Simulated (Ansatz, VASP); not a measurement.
# TaInGa (TaInGa in the AlB2 type) in two plane-wave programs, part 2 of 2

One calculation is typed for both programs; each brings its own data sets. How far apart do they land? The cell is generated by rule, not measured, and may not be a known phase. The cell is taken from a series of runs on this material, whose earlier steps may have relaxed, scaled, displaced or heated it; both programs get it as it stands.

VASP 6.6.1 and Ansatz 0.2.0.

So far: The structure; Ansatz: relaxation of cell and atoms, PBEsol, pair 1; VASP: relaxation of cell and atoms, PBEsol, pair 1.

The structure was built from a prototype and need not be the compound's stable phase.

## Step 4: Comparison

Known differences besides the potentials themselves: the data sets hold 39 valence electrons in Ansatz (on its PAW soft_1 files) and 37 in VASP; the cutoff is 420 eV in Ansatz and 500 eV in VASP; Ansatz makes its cores anew for this functional, VASP keeps those of its PBE data sets; Ansatz adds a Pulay correction to the stress that steers its cell, VASP none. Total energies have different zeros and are not compared.

Both answers:

| quantity | Ansatz | VASP | difference |
| --- | --- | --- | --- |
| volume (Å³) | 53.66 | 53.70 | -0.07 % |
| edge a after relaxation, in the typed setting (Å) | 4.705 | 4.707 | -0.02 % |
| edge c after relaxation, in the typed setting (Å) | 2.799 | 2.799 | -0.03 % |

## Step 5: Ansatz: relaxation of cell and atoms, PBEsol, pair 2

The relaxed volume is the usual yardstick between codes: in a stiff, nearly cubic crystal its relative difference is about their pressure difference at one cell divided by the bulk modulus.

The cell is taken from a series of runs on this material, whose earlier steps may have relaxed, scaled, displaced or heated it; both programs get it as it stands.

input.yaml reads:

```yaml
crystal:
  lattice:
    - [4.7139483497, 0.0, 0.0]
    - [-2.3569741748, 4.082399023, 0.0]
    - [0.0, 0.0, 2.7906972899]
  atoms:
    - { symbol: Ta, position: [0.0, 0.0, 0.0] }
    - { symbol: Ga, position: [0.3333333333, 0.6666666667, 0.5] }
    - { symbol: In, position: [0.6666666667, 0.3333333333, 0.5] }
kpoints:
  mp_grid: { grid: [9, 9, 10] }
hamiltonian:
  xc: pbesol
  pseudopotentials: { kind: paw, azcp: { folder: soft_1 }, xc_functional: pbe }
scf:
  occupations: { method: gaussian, width: 0.1 }
output:
  forces: true
  stress: true
  eigenvalues: true
relax:
  adjacent_minimum: "off"
  f_tol: 0.005
  max_steps: 80
  cell: { stress_tol: 0.05 }
```

On the command line:

```console
ansatz run input.yaml --threads 4 --pin off --max-ram 12288MiB --backend cpu --events-out ev --progress --plain --runs-dir out
```

Numbers of over 12 decimals in the logs are rounded to 6 here.

The log of the run:

```text
[...]
Crystal: 3 atoms, lattice volume = 53.705 Å³
Basis set: ecut = 420 eV, 1047 PW (Γ), exchange–correlation on 64×64×40 points (8 copies of the dense FFT grid, shifted against one another)
Bands: 24, of which v1, the nominal top of the filled ones, is band 20 counted from 1 (19 counted from 0)
Symmetry: 12 space group operations
[...]
k-points: 72 of 810 (time reversal used)
[...]
--- Relaxed structure (4 steps of the walk, 4 accepted, 1 SCFs on fresh bases) ---
[...]
cell:  # Å, volume = 53.7207 Å³
    - [4.711621, -2.8853294457314913e-11, 0.0]
    - [-2.355811, 4.080384, 0.0]
    - [0.0, 0.0, 2.794284]
  atoms:
    - { symbol: Ta, position: [0, 0, 0.0] }
    - { symbol: Ga, position: [0.333333, 0.666667, 0.5] }
    - { symbol: In, position: [0.666667, 0.333333, 0.5] }
[key lines of the parts left out:]
SCF converged after 7 iterations
Free energy (F): -19075.443102 eV
Fermi energy:    15.178547 eV
P = ⅓ Tr σ = 0.0007 GPa (0.007 kbar)
```

## Step 6: VASP: relaxation of cell and atoms, PBEsol, pair 2

The same cell, functional, mesh and smearing now go to VASP, with its own data sets.

INCAR reads:

```
SYSTEM = TaInGa
PREC = Accurate
ENCUT = 500
EDIFF = 1E-07
NELM = 120
ISMEAR = 0
SIGMA = 0.1
LREAL = .FALSE.
ALGO = Normal
GGA = PS
NBANDS = 24
LASPH = .TRUE.
LORBIT = 11
LWAVE = .FALSE.
LCHARG = .FALSE.
ISIF = 3
IBRION = 2
NSW = 80
EDIFFG = -0.005
GGA_COMPAT = .FALSE.
NELMIN = 4
KPAR = 2
```

POSCAR reads:

```
TaInGa
1.0
    4.7139480000      0.0000000000      0.0000000000
   -2.3569740000      4.0823990000      0.0000000000
    0.0000000000      0.0000000000      2.7906970000
Ta Ga In
1 1 1
Direct
    0.0000000000      0.0000000000      0.0000000000
    0.3333332925      0.6666665850      0.5000001792
    0.6666667075      0.3333334150      0.5000001792
```

KPOINTS reads:

```
Automatic mesh
0
Gamma
9 9 10
0 0 0
```

Potentials, in the order of the species: Ta_pv, Ga_d and In_d (PBE family, release 64).

On the command line:

```console
mpirun -np 2 vasp_std
```

The log of the run:

```text
[banner, memory and clock lines left out]
running    2 mpi-ranks, on    1 nodes
[...]
[... a notice as in an earlier step ...]

 LDA part: xc-table for (Slater+PW92), standard interpolation
 POSCAR, INCAR and KPOINTS ok, starting setup
[...]
entering main loop
       N       E                     dE             d eps       ncg     rms          rms(c)
DAV:   1     0.286123984450E+03    0.28612E+03   -0.18444E+04  3616   0.234E+03
DAV:   2     0.281636327998E+01   -0.28331E+03   -0.27895E+03  3688   0.483E+02
DAV:   3    -0.185369654633E+02   -0.21353E+02   -0.20984E+02  4312   0.132E+02
DAV:   4    -0.190532615079E+02   -0.51630E+00   -0.51564E+00  3920   0.218E+01
[...]
DAV:  13    -0.182397597084E+02    0.77785E-07   -0.10219E-06  4544   0.238E-02    0.118E-03
DAV:  14    -0.182397595364E+02    0.17201E-06   -0.15059E-07  2504   0.123E-02    0.111E-03
DAV:  15    -0.182397595465E+02   -0.10075E-07   -0.77724E-08  2080   0.317E-03
   1 F= -.18239760E+02 E0= -.18234337E+02  d E =-.182398E+02
[... from here on, the cycles between the ionic steps are left out ...]
   2 F= -.18239797E+02 E0= -.18234330E+02  d E =-.375869E-04
   3 F= -.18239863E+02 E0= -.18234416E+02  d E =-.103769E-03
   4 F= -.18239863E+02 E0= -.18234415E+02  d E =-.103824E-03
   5 F= -.18239863E+02 E0= -.18234415E+02  d E =-.103816E-03
   6 F= -.18239874E+02 E0= -.18234416E+02  d E =-.101915E-04
 trial-energy change:   -0.000010  1 .order   -0.000008   -0.000019    0.000002
 step:   0.8449(harm=  0.8102)  dis= 0.00000  next Energy=   -18.239874 (dE=-0.103E-04)
 reached required accuracy - stopping structural energy minimisation
```

From OUTCAR (step 6):

```text
  Total        0.0039065      0.0039065      0.0028358      0.0000000      0.0000000      0.0000000
  in kB        0.1164347      0.1164347      0.0845200      0.0000000      0.0000000      0.0000000
  external PRESSURE =       0.1057965 kB  Pullay stress =       0.0000000 kB

 POSITION                                       TOTAL-FORCE (eV/Angst)
 -----------------------------------------------------------------------------------
     -2.35628      4.08120      0.00000        -0.000000      0.000000      0.000000
      0.00000      2.72080      1.39748         0.000000      0.000000      0.000000
      2.35628      1.36040      1.39748        -0.000000     -0.000000      0.000000
 -----------------------------------------------------------------------------------
    total drift:                                0.000002     -0.000004     -0.000284

  FREE ENERGIE OF THE ION-ELECTRON SYSTEM (eV)
  ---------------------------------------------------
  free  energy   TOTEN  =       -18.2398735541 eV

  energy  without entropy=      -18.2289584797  energy(sigma->0) =      -18.23441602

[... 1 part as in an earlier step ...]

[... 3 further parts left out ...]
[key lines of the parts left out:]
E-fermi :   7.9896
```

## Step 7: Comparison

What differs besides the data sets and the points named for the pairs above, as far as they apply: the data sets hold 39 valence electrons in Ansatz (on its PAW soft_1 files) and 37 in VASP. Total energies have different zeros and are not compared.

The two programs side by side:

| quantity | Ansatz | VASP | difference |
| --- | --- | --- | --- |
| volume (Å³) | 53.72 | 53.76 | -0.06 % |
| edge a after relaxation, in the typed setting (Å) | 4.712 | 4.713 | -0.02 % |
| edge c after relaxation, in the typed setting (Å) | 2.794 | 2.795 | -0.03 % |

## Step 8: VASP: zone-centre phonons, PBEsol

Second derivatives magnify differences that forces hide, and they need a tight electronic threshold.

INCAR reads:

```
SYSTEM = TaInGa
PREC = Accurate
ENCUT = 500
EDIFF = 1E-08
NELM = 120
ISMEAR = 1
SIGMA = 0.2
LREAL = .FALSE.
ALGO = Normal
GGA = PS
NBANDS = 24
LASPH = .TRUE.
LORBIT = 11
LWAVE = .FALSE.
LCHARG = .FALSE.
ISIF = 2
IBRION = 8
GGA_COMPAT = .FALSE.
KPAR = 2
```

POSCAR reads:

```
TaInGa
1.0
    4.7054774410      0.0000000000      0.0000000000
   -2.3527387205      4.0750630008      0.0000000000
    0.0000000000      0.0000000000      2.7985208370
Ta Ga In
1 1 1
Direct
    0.0000000000      0.0000000000      0.0000000000
    0.3333333333      0.6666666667      0.5000000000
    0.6666666667      0.3333333333      0.5000000000
```

KPOINTS reads:

```
Automatic mesh
0
Gamma
4 4 6
0 0 0
```

On the command line:

```console
mpirun -np 2 vasp_std
```

The log of the run:

```text
[... set-up lines as in an earlier step ...]
 entering main loop
       N       E                     dE             d eps       ncg     rms          rms(c)
DAV:   1     0.292906940926E+03    0.29291E+03   -0.18212E+04   784   0.231E+03
DAV:   2     0.298054118476E+01   -0.28993E+03   -0.28572E+03   840   0.491E+02
DAV:   3    -0.185494005755E+02   -0.21530E+02   -0.21282E+02   960   0.133E+02
DAV:   4    -0.190687240719E+02   -0.51932E+00   -0.51850E+00   864   0.223E+01
[...]
DAV:  14    -0.182687910414E+02   -0.22674E-08   -0.15344E-07  1016   0.134E-02    0.301E-04
DAV:  15    -0.182687910047E+02    0.36731E-07   -0.32098E-08   888   0.185E-03    0.314E-04
DAV:  16    -0.182687910119E+02   -0.71877E-08   -0.18982E-09   520   0.130E-03
   1 F= -.18268791E+02 E0= -.18266567E+02  d E =-.667199E-02
 Linear response reoptimize wavefunctions to high precision
DAV:   1    -0.182687910074E+02    0.44574E-08   -0.14690E-09   584   0.405E-04
DAV:   2    -0.182687910074E+02    0.12733E-10   -0.39742E-10   448   0.200E-04
 Linear response DOF=           6
 Linear response progress:
[...]
RMM:  16    -0.242880242446E+00    0.20442E-07    0.23193E-08  3920   0.861E-05    0.307E-05
RMM:  17    -0.242880164954E+00    0.77492E-07    0.36202E-08  3635   0.614E-05    0.159E-05
RMM:  18    -0.242880158603E+00    0.63516E-08    0.26837E-08  3861   0.392E-05    0.511E-06
 first order change of Fermi-energy   0.65825E-04
 force on displaced ion       3 direction 1 :  -7.477   0.001   0.000
 Linear response progress:
  Degree of freedom:   6/  6
       N       E                     dE             d eps       ncg     rms          rms(c)
RMM:   1    -0.218958277543E+00   -0.21896E+00   -0.10395E-02  1176   0.465E+00
RMM:   2    -0.223241255861E+00   -0.42830E-02   -0.19857E-02  1515   0.957E-01    0.593E-02
RMM:   3    -0.223282446121E+00   -0.41190E-04   -0.18332E-03  1624   0.304E-01    0.302E-02
RMM:   4    -0.223199647448E+00    0.82799E-04   -0.21718E-04  1670   0.114E-01    0.194E-02
[...]
RMM:   9    -0.223196817309E+00    0.22395E-05   -0.30688E-07  1748   0.229E-03    0.719E-03
RMM:  10    -0.223195639718E+00    0.11776E-05   -0.11459E-07  1804   0.124E-03    0.892E-03
RMM:  11    -0.223195630417E+00    0.93014E-08   -0.53669E-08  1784   0.669E-04    0.907E-03
 first order change of Fermi-energy   0.74859E-04
 force on displaced ion       3 direction 3 :  -0.000  -0.000  -2.128
 Linear response finished
```

OUTCAR, selected parts (step 8):

```text
  Total        0.0512967      0.0512967     -0.2846084      0.0000000      0.0000000      0.0000000
  in kB        1.5315573      1.5315573     -8.4975101      0.0000000      0.0000000      0.0000000
  external PRESSURE =      -1.8114652 kB  Pullay stress =       0.0000000 kB

 POSITION                                       TOTAL-FORCE (eV/Angst)
 -----------------------------------------------------------------------------------
      0.00000      0.00000      0.00000        -0.000000      0.000000      0.000000
     -0.00000      2.71671      1.39926         0.000000     -0.000000      0.000000
      2.35274      1.35835      1.39926        -0.000000      0.000000      0.000000
 -----------------------------------------------------------------------------------
    total drift:                                0.000002     -0.000001     -0.000000

[... 2 further parts left out ...]
```

## Step 9: Ansatz: zone-centre phonons, PBEsol

The same cell, functional, mesh and smearing now go to Ansatz, which takes its cutoff from its data sets.

The cell is taken from a series of runs on this material, whose earlier steps may have relaxed, scaled, displaced or heated it; both programs get it as it stands.

input.yaml reads:

```yaml
crystal:
  lattice:
    - [4.705477441, 0.0, 0.0]
    - [-2.3527387205, 4.0750630008, 0.0]
    - [0.0, 0.0, 2.798520837]
  atoms:
    - { symbol: Ta, position: [0.0, 0.0, 0.0] }
    - { symbol: Ga, position: [0.3333333333, 0.6666666667, 0.5] }
    - { symbol: In, position: [0.6666666667, 0.3333333333, 0.5] }
kpoints:
  mp_grid: { grid: [4, 4, 6] }
hamiltonian:
  xc: pbesol
  pseudopotentials: { kind: paw, azcp: { folder: soft_1 }, xc_functional: pbe }
scf:
  occupations: { method: methfessel_paxton, width: 0.2 }
output:
  eigenvalues: true
phonons:
  method: dfpt
  qmesh: [2, 2, 2]
  temperatures: { t_max: 1000, t_step: 50 }
  qpath:
    path:
      - [[0.0, 0.0, 0.0], [0.5, 0.0, 0.0], [0.33333333, 0.33333333, 0.0], [0.0, 0.0, 0.0], [0.0, 0.0, 0.5], [0.5, 0.0, 0.5], [0.33333333, 0.33333333, 0.5], [0.0, 0.0, 0.5]]
      - [[0.5, 0.0, 0.5], [0.5, 0.0, 0.0]]
      - [[0.33333333, 0.33333333, 0.5], [0.33333333, 0.33333333, 0.0]]
    npoints: 10
```

On the command line:

```console
ansatz run input.yaml --threads 4 --pin off --max-ram 12288MiB --backend cpu --events-out ev --progress --plain --runs-dir out
```

The log of the run:

```text
[...]
Crystal: 3 atoms, lattice volume = 53.662 Å³
Basis set: ecut = 420 eV, 1047 PW (Γ), exchange–correlation on 64×64×40 points (8 copies of the dense FFT grid, shifted against one another)
Bands: 24, of which v1, the nominal top of the filled ones, is band 20 counted from 1 (19 counted from 0)
Symmetry: 12 space group operations
k-points: 16 of 96 (time reversal used)
[...]
largest difference from the sums on the solved wave vectors: F 1.14e-1 eV, S 1.60e-4 and C_V 4.60e-5 eV/K
  zero-point energy: 0.066669 eV/cell   skipped modes (ω ≤ 0): 84, of them read as no rigid motion or as one in doubt: 81 (2.168e-1 modes/cell left out, lowest -50.01 cm⁻¹)   left out of the sums: 2.41e-2 of the cell's modes: C_V's classical limit lies that fraction below 3 k_B per atom; for a crystal, a wire or a layer, F and S can be off by more, and a phonons.interpolated_qmesh denser along its periods is the remedy for the sampling
[key lines of the parts left out:]
SCF converged after 10 iterations
Free energy (F): -19075.472001 eV
Fermi energy:    15.187074 eV
```

## Step 10: Differences

What differs besides the data sets and the points named for the pairs above, as far as they apply: VASP's run holds the zone centre alone; the data sets hold 39 valence electrons in Ansatz (on its PAW soft_1 files) and 37 in VASP. Total energies have different zeros and are not compared.

Both answers:

| quantity | Ansatz | VASP | difference |
| --- | --- | --- | --- |
| optical mode 1 (cm⁻¹) | 36.7 | 39.3 | -2.6 |
| optical mode 2 (cm⁻¹) | 95.2 | 96.4 | -1.26 % |
| optical mode 3 to 4 (cm⁻¹) | 109.3 | 109.8 | -0.46 % |
| optical mode 5 to 6 (cm⁻¹) | 174.6 | 175.7 | -0.62 % |

Modes are paired by rising frequency, not by their patterns, so a pair may set unlike modes beside each other; they are those without the splitting of longitudinal modes.

## Step 11: Outcome

| Property | Result |
| --- | --- |
| difference in volume (relaxation of cell and atoms, PBEsol, pair 1) | -0.067 % |
| difference in volume (relaxation of cell and atoms, PBEsol, pair 2) | -0.064 % |
| r.m.s. difference of the optical zone-centre modes, each program's sorted by frequency (zone-centre phonons, PBEsol) | 1.4 cm⁻¹ |
| difference in optical mode 2 (zone-centre phonons, PBEsol) | -1.3 % |

What this shows: The difference in volume is -0.067 % (relaxation of cell and atoms, PBEsol, pair 1), within the 1.2 % picked in this series as the mark of a large difference, as far as the stopping tolerances let one tell. The data sets hold unlike numbers of valence electrons (39 in Ansatz and 37 in VASP), so part of the differences comes from the potentials. Among the rows given in per cent, the largest difference of the zone-centre phonons, PBEsol pair is in optical mode 2, -1.3 %. 1 further run of this series is not shown here. How closely two codes agree says nothing of how well the functional describes the real material.

[Lines on the potential files, build, host, timing and source positions are cut from VASP's logs without a mark.]

[Logs are printed without paths, hosts, clocks, repeated set-up lines and the standing remarks that a program may print on its own settings, such as how far it seeks lower states.]

[Hosts, paths, dates, database ids (printed as entryN), source tags and the programs' standing remarks are cut or masked in the printed files.]
